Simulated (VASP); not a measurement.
An input for Quantum ESPRESSO's pw.x (written as the equivalent of a VASP run, and not itself run):

```
&CONTROL
  calculation = 'scf'
  pseudo_dir = './pseudo'
  outdir = './out'
  tprnfor = .true.
  tstress = .true.
/
&SYSTEM
  ibrav = 0
  nat = 2
  ntyp = 2
  ecutwfc = 82.3
  occupations = 'smearing'
  smearing = 'fermi-dirac'
  degauss = 0.00735
  input_dft = 'pbe'
/
&ELECTRONS
  conv_thr = 7.3e-08
  electron_maxstep = 100
/
ATOMIC_SPECIES
  Sn 118.710 Sn.upf
  Te 127.600 Te.upf
CELL_PARAMETERS angstrom
     4.7547390    0.0000000    0.0000000
    -2.3773700    4.1177250    0.0000000
     0.0000000    0.0000000   14.0000000
ATOMIC_POSITIONS crystal
  Sn   0.6666670  0.3333330  0.5000000
  Te   0.3333330  0.6666670  0.5000000
K_POINTS automatic
  8 8 1 0 0 0
```

**Question.** Translate this input to VASP (INCAR, KPOINTS, POSCAR, choice of POTCAR).

**Answer.** This is not unique; one that fits is 
### KPOINTS
```
Automatic mesh
0
Gamma
8 8 1
0 0 0
```

### INCAR
```
# general
SYSTEM  = SnTe
PREC    = Accurate
ENCUT   = 300   # plane-wave cut-off (eV)
LREAL   = .FALSE.   # projection in real space or not
LASPH   = .TRUE.

# electronic loop
EDIFF   = 1E-6
NELM    = 100   # most electronic steps
ALGO    = Normal
LMAXMIX = 4   # l cut-off of mixed one-centre charges

# smearing
ISMEAR  = -1   # Fermi-Dirac
SIGMA   = 0.1   # width (eV)

# functional
GGA     = PE

# ions
ISIF    = 2

# output
LWAVE   = .FALSE.
LCHARG  = .FALSE.
```

### POSCAR
```
SnTe
1
    4.7547390000     0.0000000000     0.0000000000
   -2.3773700000     4.1177250000     0.0000000000
    0.0000000000     0.0000000000    14.0000000000
Sn Te
1 1
Direct
  0.6666670000   0.3333330000   0.5000000000
  0.3333330000   0.6666670000   0.5000000000
```

POTCAR, in this order: Sn_d Te (PBE.64 set). Program: vasp_std.

The two are equivalent in intent, not identical: the potentials are each code's own (VASP's PAW set, PseudoDojo norm-conserving files in pw.x), so ENCUT and ecutwfc are chosen apart and not converted; conv_thr bounds pw.x's estimated SCF error, while EDIFF bounds the energy change between steps.

The cell is a sheet with vacuum, built from a generated structure.
